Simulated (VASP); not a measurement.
Here is the system:

```yaml
crystal:
  lattice:
    - [0.00000, 2.28884, 2.28884]
    - [2.28884, 0.00000, 2.28884]
    - [2.28884, 2.28884, 0.00000]
  atoms:
    - { symbol: Hf, position: [0.00000, 0.00000, 0.00000] }
    - { symbol: C, position: [0.50000, 0.50000, 0.50000] }
```

Calculation: PBE GGA with D4 dispersion, VASP's PBE PAW potentials (set 64) (plane waves; VASP). Run with 520 eV cut-off, 14×14×14 Γ-centred mesh, first-order Methfessel-Paxton smearing of 0.10 eV, potentials Hf_pv C.

Question: Give the stress tensor in GPa (positive for a compressed cell).

Answer: 
```
7.89  0.00  0.00
0.00  7.89  0.00
0.00  0.00  7.89
```
The pressure is its mean diagonal, 7.89 GPa.

The compound is HfC in the rock salt structure. This cell is one point of a volume scan, at 0.97 of the reference volume.
